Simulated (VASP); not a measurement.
An input for Quantum ESPRESSO's pw.x (written as the equivalent of a VASP run, and not itself run):

```
&CONTROL
  calculation = 'vc-relax'
  pseudo_dir = './pseudo'
  outdir = './out'
  tprnfor = .true.
  tstress = .true.
  nstep = 40
  forc_conv_thr = 0.00039
/
&SYSTEM
  ibrav = 0
  nat = 2
  ntyp = 2
  ecutwfc = 84
  occupations = 'smearing'
  smearing = 'gaussian'
  degauss = 0.003675
  input_dft = 'pbesol'
/
&ELECTRONS
  conv_thr = 7.3e-09
  electron_maxstep = 100
/
&IONS
/
&CELL
  press = 50
/
ATOMIC_SPECIES
  Al 26.982 Al.upf
  As 74.922 As.upf
CELL_PARAMETERS angstrom
    -0.0000000    2.7841156    2.7841156
     2.7841156    0.0000000    2.7841156
     2.7841156    2.7841156    0.0000000
ATOMIC_POSITIONS crystal
  Al   0.0000000  0.0000000  0.0000000
  As   0.2500000  0.2500000  0.2500000
K_POINTS automatic
  8 8 8 0 0 0
```

Translate this input to VASP (INCAR, KPOINTS, POSCAR, choice of POTCAR).

This is not unique; one that fits is 
KPOINTS:
```
Automatic mesh
0
Gamma
8 8 8
0 0 0
```

### POSCAR
```
AlAs
1.0
  0.0000000000   2.7841156188   2.7841156188
  2.7841156188   0.0000000000   2.7841156188
  2.7841156188   2.7841156188   0.0000000000
Al As
1 1
Cartesian
  0.0000000000   0.0000000000   0.0000000000
  1.3920578094   1.3920578094   1.3920578094
```

### INCAR
```
ISMEAR = 0   ! Gaussian
ISIF = 3   ! ions, shape and volume
ENCUT = 480   ! plane-wave cut-off (eV)
LASPH = .TRUE.
GGA = PS
IBRION = 2
SYSTEM = AlAs
PSTRESS = 50   ! kbar
SIGMA = 0.05   ! width (eV)
NELM = 100
LMAXMIX = 4   ! l cut-off of mixed one-centre charges
ALGO = Normal
EDIFF = 1E-7   ! SCF stop (eV)
LWAVE = .FALSE.
NSW = 40   ! most ionic steps
LCHARG = .FALSE.
PREC = Accurate
EDIFFG = -0.01
LREAL = .FALSE.   ! projection in real space or not
```

POTCAR, in this order: Al As (PBE.64 set). Program: vasp_std.

What does not carry over: the potentials are each code's own (VASP's PAW set, PseudoDojo norm-conserving files in pw.x), so ENCUT and ecutwfc are chosen apart and not converted; conv_thr bounds pw.x's estimated SCF error, while EDIFF bounds the energy change between steps; forc_conv_thr acts on force components and is met together with etot_conv_thr.

The compound is AlAs in the zinc blende structure. It was relaxed first under an external pressure of 5 GPa.
